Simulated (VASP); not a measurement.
Consider the following.

```yaml
crystal:
  lattice:
    - [4.39081, 0.00000, 0.00000]
    - [0.00000, 4.39081, 0.00000]
    - [0.00000, 0.00000, 4.39081]
  atoms:
    - { symbol: Cs, position: [0.00000, 0.00000, 0.00000] }
    - { symbol: Br, position: [0.50000, 0.50000, 0.50000] }
```

Method: HSEsol screened hybrid, VASP's PBE PAW potentials (set 64) (plane waves; VASP 6.6.1). Settings: 520 eV cut-off, 4×4×4 Γ-centred mesh, Gaussian smearing of 0.050 eV, potentials Cs_sv Br.

Q: Give the stress tensor in GPa (positive for a compressed cell).

A: 
```
-1.21   0.00   0.00
 0.00  -1.21   0.00
 0.00   0.00  -1.21
```
The pressure is its mean diagonal, -1.21 GPa.

The compound is CsBr in the CsCl type structure. It was relaxed first, which changed the volume by +7 %. The cell's shape comes from a PBE relaxation.
